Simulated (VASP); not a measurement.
Method: PBEsol GGA, VASP's PBE PAW potentials (set 64) (plane waves; VASP 6.6.1).

VASP input:

**INCAR**
```
# general
SYSTEM  = InAs
PREC    = Accurate
ENCUT   = 520
LREAL   = F
LASPH   = T   # aspherical one-centre terms

# electronic loop
EDIFF   = 1E-6   # SCF stop (eV)
NELM    = 100   # most electronic steps
ALGO    = Normal
LMAXMIX = 4

# smearing
ISMEAR  = 0   # Gaussian
SIGMA   = 0.05   # width (eV)

# functional
GGA     = PS   # PBEsol

# ions
IBRION  = 2
NSW     = 60   # most ionic steps
ISIF    = 3   # ions, shape and volume
EDIFFG  = -0.01   # ionic stop

# output
LWAVE   = F
LCHARG  = F
```

File KPOINTS:
```
Regular mesh
0
Gamma
 7 7 7
```

**POSCAR**
```
InAs
1
    0.0000000000     3.0300000000     3.0300000000
    3.0300000000     0.0000000000     3.0300000000
    3.0300000000     3.0300000000     0.0000000000
In As
1 1
Direct
  0.0000000000   0.0000000000   0.0000000000
  0.2500000000   0.2500000000   0.2500000000
```

POTCAR, in this order: In_d As (PBE.64 set). Program: vasp_std.

Output of the run:

File OSZICAR:
```
       N       E                     dE             d eps       ncg     rms          rms(c)
DAV:   1     0.115912942923E+03    0.11591E+03   -0.86184E+03   520   0.150E+03
DAV:   2    -0.187299024417E+00   -0.11610E+03   -0.11267E+03   525   0.330E+02
DAV:   3    -0.855472399545E+01   -0.83674E+01   -0.83040E+01   695   0.925E+01
DAV:   4    -0.876935703659E+01   -0.21463E+00   -0.21450E+00   600   0.165E+01
DAV:   5    -0.877747926272E+01   -0.81222E-02   -0.81220E-02   764   0.284E+00    0.440E+00
DAV:   6    -0.851264900448E+01    0.26483E+00   -0.46977E-01   791   0.139E+01    0.244E+00
DAV:   7    -0.848111463836E+01    0.31534E-01   -0.12925E-01   725   0.399E+00    0.682E-01
DAV:   8    -0.847946635084E+01    0.16483E-02   -0.13030E-02   633   0.164E+00    0.215E-01
DAV:   9    -0.847972514882E+01   -0.25880E-03   -0.10816E-03   648   0.392E-01    0.119E-01
DAV:  10    -0.847977135970E+01   -0.46211E-04   -0.12313E-04   796   0.159E-01    0.759E-02
DAV:  11    -0.847978567449E+01   -0.14315E-04   -0.55776E-05   565   0.112E-01    0.531E-02
DAV:  12    -0.847978627118E+01   -0.59669E-06   -0.61819E-06   565   0.201E-02
   1 F= -.84797863E+01 E0= -.84796738E+01  d E =-.847979E+01
       N       E                     dE             d eps       ncg     rms          rms(c)
DAV:   1    -0.856171520965E+01   -0.81930E-01   -0.20857E+00   665   0.322E+01    0.175E+00
DAV:   2    -0.849396344515E+01    0.67752E-01   -0.14149E-01   620   0.922E+00    0.654E-01
DAV:   3    -0.848203625097E+01    0.11927E-01   -0.38852E-02   690   0.444E+00    0.334E-01
DAV:   4    -0.848195786972E+01    0.78381E-04   -0.15489E-03   530   0.433E-01    0.238E-01
DAV:   5    -0.848173791030E+01    0.21996E-03   -0.16192E-04   643   0.131E-01    0.107E-01
DAV:   6    -0.848170726190E+01    0.30648E-04   -0.69117E-05   748   0.959E-02    0.170E-02
DAV:   7    -0.848170778550E+01   -0.52360E-06   -0.78508E-06   649   0.520E-02
   2 F= -.84817078E+01 E0= -.84815953E+01  d E =-.192151E-02
       N       E                     dE             d eps       ncg     rms          rms(c)
DAV:   1    -0.848970030312E+01   -0.79930E-02   -0.19033E-01   665   0.937E+00    0.556E-01
DAV:   2    -0.848323960528E+01    0.64607E-02   -0.14017E-02   625   0.302E+00    0.196E-01
DAV:   3    -0.848218161467E+01    0.10580E-02   -0.33205E-03   690   0.131E+00    0.108E-01
DAV:   4    -0.848217521000E+01    0.64047E-05   -0.13269E-04   535   0.122E-01    0.752E-02
DAV:   5    -0.848216304995E+01    0.12160E-04   -0.15906E-05   643   0.422E-02    0.299E-02
DAV:   6    -0.848216478692E+01   -0.17370E-05   -0.58173E-06   777   0.300E-02    0.581E-03
DAV:   7    -0.848216400134E+01    0.78558E-06   -0.57123E-07   305   0.153E-02
   3 F= -.84821640E+01 E0= -.84820516E+01  d E =-.237773E-02
```

OUTCAR:
```
------------------------ aborting loop because EDIFF is reached ----------------------------------------
  FORCE on cell =-STRESS in cart. coord.  units (eV):
  Direction    XX          YY          ZZ          XY          YZ          ZX
  --------------------------------------------------------------------------------------
  Total       -0.0053379     -0.0053379     -0.0053379      0.0000000      0.0000000     -0.0000000
  in kB       -0.1513511     -0.1513511     -0.1513511      0.0000000      0.0000000     -0.0000000
  external PRESSURE =      -0.1513511 kB  Pullay stress =       0.0000000 kB
  volume of cell :       56.51
      direct lattice vectors                 reciprocal lattice vectors
    -0.000000000  3.045703417  3.045703417    -0.164165689  0.164165689  0.164165689
     3.045703417  0.000000000  3.045703417     0.164165689 -0.164165689  0.164165689
     3.045703417  3.045703417 -0.000000000     0.164165689  0.164165689 -0.164165689
  FREE ENERGIE OF THE ION-ELECTRON SYSTEM (eV)
  ---------------------------------------------------
  free  energy   TOTEN  =        -8.4821640013 eV

  energy  without entropy=       -8.4819391292  energy(sigma->0) =       -8.48205157

 reached required accuracy - stopping structural energy minimisation
```
(Selected blocks of OUTCAR.)

File CONTCAR:
```
InAs
   1.00000000000000
    -0.0000000000000000    3.0457034166581733    3.0457034166581733
     3.0457034166581733    0.0000000000000000    3.0457034166581733
     3.0457034166581733    3.0457034166581733   -0.0000000000000000
  In              As
     1     1
Direct
     0.0000000000000000    0.0000000000000000    0.0000000000000000
     0.2500000000000000    0.2500000000000000    0.2500000000000000
```

The compound is InAs in the zinc blende structure. This run relaxes it. Symmetry was kept, so distortions that lower it aren't found.
